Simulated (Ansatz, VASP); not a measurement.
# One structure in several programs: LaNi2B2C (P1, 6 atoms in the cell)

Self-consistent single point, at a second geometry (atoms moved at random). First geometry:

```
LaNi2B2C
1.0
   -1.88921     1.88921     4.90920
    1.88921    -1.88921     4.90920
    1.88921     1.88921    -4.90920
La Ni B C
1 2 2 1
Direct
  0.00000   0.00000   0.00000
  0.75000   0.25000   0.50000
  0.25000   0.75000   0.50000
  0.34813   0.34813   0.00000
  0.65187   0.65187   0.00000
  0.50000   0.50000   0.00000
```

Second geometry:
```
CELL_PARAMETERS angstrom
     -1.88921     1.88921     4.90920
      1.88921    -1.88921     4.90920
      1.88921     1.88921    -4.90920
ATOMIC_POSITIONS crystal
  La 0.00535 0.99722 0.00819
  Ni 0.74903 0.27298 0.52426
  Ni 0.26607 0.74752 0.51153
  B  0.33956 0.33966 0.98470
  B  0.64758 0.64763 0.99399
  C  0.49241 0.49499 0.97733
```

Shared settings, as Ansatz (a first-principles code) writes them: kpoints.mp_grid.grid = 8 8 8; scf.occupations.method = fermi_dirac; scf.occupations.width = 0.1 eV. Potentials and cutoffs stand in the table.

```json
[
 {"code": "Ansatz", "model": "LDA (PW92), PAW files made with PBE", "ΔF from the first geometry (meV/atom)": "27.2", "pressure (GPa)": "-7.66", "largest force (eV/Å)": "2.814", "cutoff": "default"},
 {"code": "VASP", "model": "LDA (PZ), VASP's LDA PAW potentials (set 64)", "ΔF from the first geometry (meV/atom)": "27.3", "pressure (GPa)": "-7.79", "largest force (eV/Å)": "2.812", "cutoff": "400 eV"}
]
```

Size of the force on each atom (eV/Å): Sizes of forces hide their directions.

```tsv
code	La1	Ni2	Ni3	B4	B5	C6
Ansatz	0.459	0.807	0.496	0.969	1.598	2.814
VASP	0.463	0.813	0.498	0.970	1.599	2.812
```

On Ansatz's run: spin polarisation is off.

The spread over the programs that give each value: ΔF from the first geometry within 0.1 meV/atom; pressure within 0.13 GPa; largest force within 0.002 eV/Å.

Ansatz's pressure is given at a fixed set of plane waves, as the other plane-wave codes print theirs; with its correction for the finite basis it is -7.54 GPa. The same LDA comes in different parametrisations, which differ slightly.

VASP's run is marked for a possible Pulay error in its stress at this cutoff; no cutoff test was made.

The starting cell comes from a database of computed structures (which also holds hypothetical and non-ambient phases and stackings), without a prior relaxation at this level. For this run, on top of that: atoms moved at random.

Keys are those of Ansatz 0.2.
